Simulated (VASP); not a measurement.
A convergence study with VASP on Pd (fcc): one setting is varied, all else stays as given below, so the limit is that of these other settings.

```
Pd
1.0
    0.00000     1.94500     1.94500
    1.94500     0.00000     1.94500
    1.94500     1.94500     0.00000
Pd
1
Direct
  0.00000   0.00000   0.00000
```

Level of theory: PBE GGA, VASP's PBE PAW potentials (set 64) (plane waves; VASP 6.6.1). The tightest run used: 550 eV cut-off, 22×22×22 Monkhorst-Pack mesh, first-order Methfessel-Paxton smearing of 0.10 eV, potentials Pd.

The reference is 22×22×22 mesh, which took about 2 core-minutes. Costs are core time on shared hosts, one run each; read them as rough ratios.

Question: Of the settings 1×1×1 mesh; 2×2×2 mesh; 3×3×3 mesh; 4×4×4 mesh; 5×5×5 mesh; 6×6×6 mesh; 7×7×7 mesh; 8×8×8 mesh; 9×9×9 mesh; 10×10×10 mesh; 11×11×11 mesh; 12×12×12 mesh; 13×13×13 mesh; 14×14×14 mesh; 15×15×15 mesh; 16×16×16 mesh; 17×17×17 mesh; 18×18×18 mesh; 19×19×19 mesh; 20×20×20 mesh; 21×21×21 mesh; 22×22×22 mesh, which is the lowest that keeps the difference from the reference in the stress, largest component (GPa) within 0.2 from there on, and what does it cost?

Answer: 16×16×16 mesh; its cost over the reference is about 1/3.
| setting | difference in the stress, largest component (GPa) | cost over the reference |
|---|---|---|
| 1×1×1 mesh | 66.01 | about 1/60 |
| 2×2×2 mesh | 2.03 | about 1/60 |
| 3×3×3 mesh | 12.82 | about 1/40 |
| 4×4×4 mesh | 0.51 | about 1/40 |
| 5×5×5 mesh | 2.48 | about 1/40 |
| 6×6×6 mesh | 0.29 | about 1/20 |
| 7×7×7 mesh | 0.80 | about 1/30 |
| 8×8×8 mesh | 0.15 | about 1/10 |
| 9×9×9 mesh | 0.48 | about 1/20 |
| 10×10×10 mesh | 0.10 | about 1/9 |
| 11×11×11 mesh | 0.40 | about 1/20 |
| 12×12×12 mesh | 0.02 | about 1/6 |
| 13×13×13 mesh | 0.14 | about 1/10 |
| 14×14×14 mesh | 0.01 | about 1/4 |
| 15×15×15 mesh | 0.24 | about 1/8 |
| 16×16×16 mesh | 0.05 | about 1/3 |
| 17×17×17 mesh | 0.04 | about 1/6 |
| 18×18×18 mesh | 0.01 | within a factor of 2 |
| 19×19×19 mesh | 0.15 | about 1/5 |
| 20×20×20 mesh | 0.05 | within a factor of 2 |
| 21×21×21 mesh | 0.03 | about 1/4 |
| 22×22×22 mesh | 0.00 | reference |

Left out are rungs that failed or repeat a setting and relaxations that didn't move; long series are thinned to 24 rows.

The compound is Pd in the fcc structure. The cell was not relaxed at this level.
